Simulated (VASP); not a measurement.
VASP input:

**KPOINTS**
```
Automatic mesh
0
Gamma
3 3 2
0 0 0
```

INCAR:
```
SYSTEM = TlAs
PREC = Accurate; ENCUT = 300; LREAL = .FALSE.
LASPH = .TRUE.
EDIFF = 1E-6; NELM = 100; ALGO = Normal
LMAXMIX = 4
ISMEAR = -1; SIGMA = 0.05
GGA = PE
ISIF = 2
LWAVE = .FALSE.; LCHARG = .FALSE.
```

**POSCAR**
```
TlAs
4.3597690
  1.0000000000   0.0000000000   0.0000000000
  0.0000000000   1.0000000000   0.0000000000
  0.0000000000   0.0000000000   1.7608070519
Tl As
2 2
Cartesian
  0.0000000000   0.5000000000   0.0000000000
  0.5000000000   0.0000000000   0.8804035260
  0.0000000000   0.0000000000   0.4402017630
  0.0000000000   0.0000000000   1.3206052889
```

POTCAR, in this order: Tl_d As (PBE.64 set). Program: vasp_std.

Q: Translate this PBE calculation to Ansatz.

A: One equivalent input (not run):
Ansatz 0.2 input:
```yaml
crystal:
  lattice:
    - [4.3597690, 0.0000000, 0.0000000]
    - [0.0000000, 4.3597690, 0.0000000]
    - [0.0000000, 0.0000000, 7.6767120]
  atoms:
    - { symbol: Tl, position: [0.0000000, 0.5000000, 0.0000000] }
    - { symbol: Tl, position: [0.5000000, 0.0000000, 0.5000000] }
    - { symbol: As, position: [0.0000000, 0.0000000, 0.2500000] }
    - { symbol: As, position: [0.0000000, 0.0000000, 0.7500000] }
kpoints:
  mp_grid: { grid: [3, 3, 2] }
hamiltonian:
  xc: pbe
  pseudopotentials: { kind: paw }
scf:
  occupations: { method: fermi_dirac, width: 0.05 }
  max_iter: 100
output: { forces: true, stress: true, eigenvalues: true }
```
What does not carry over: each code has its own PAW files, so the cut-off isn't converted (ENCUT is set for VASP's; basis.ecutwfc is left out, and Ansatz then takes the one that its files recommend); Ansatz stops its SCF on the density residual and VASP on the energy change (EDIFF).

The structure was generated: TlAs was put into an ordered model structure, which need not be its known phase. The cell was not relaxed at this level. The k-mesh is coarse (spacing up to 0.48 per Å, 2π included), so the numbers may not be converged in it. The run is one of a series of settings (KPOINTS 3×3×2 Γ-centred mesh against the base run), some of them coarse on purpose.
